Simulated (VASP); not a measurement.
```xyz
2
Lattice="0.0000 3.1667 3.1667 3.1667 0.0000 3.1667 3.1667 3.1667 0.0000" Properties=species:S:1:pos:R:3 pbc="T T T"
Ag     0.0000     0.0000     0.0000
I      1.5834     1.5834     1.5834
```

The numbers are results of PBE GGA, VASP's PBE PAW potentials (set 64) (plane waves; VASP), not measurements. Settings: 500 eV cut-off, 7×7×7 Γ-centred mesh, Gaussian smearing of 0.050 eV, potentials Ag I.

Unless said otherwise, spin-orbit coupling is left out, though it shifts the bands of the heavy elements here.

Q: What does the run give for the energy per atom (σ→0), pressure, band gap (on the k-mesh) with the smallest direct gap where there is one?

A: 
* **band gap (on the k-mesh)**: 1.35 eV
* **smallest direct gap (on the k-mesh)**: 1.35 eV
* **energy per atom (σ→0)**: -2.333 eV/atom
* **pressure**: 50.4 kbar

Only differences to runs with the same potentials and settings are physical.

The compound is AgI in the zinc blende structure, whereas wurtzite is the usual form. It was relaxed first under an external pressure of 5 GPa.
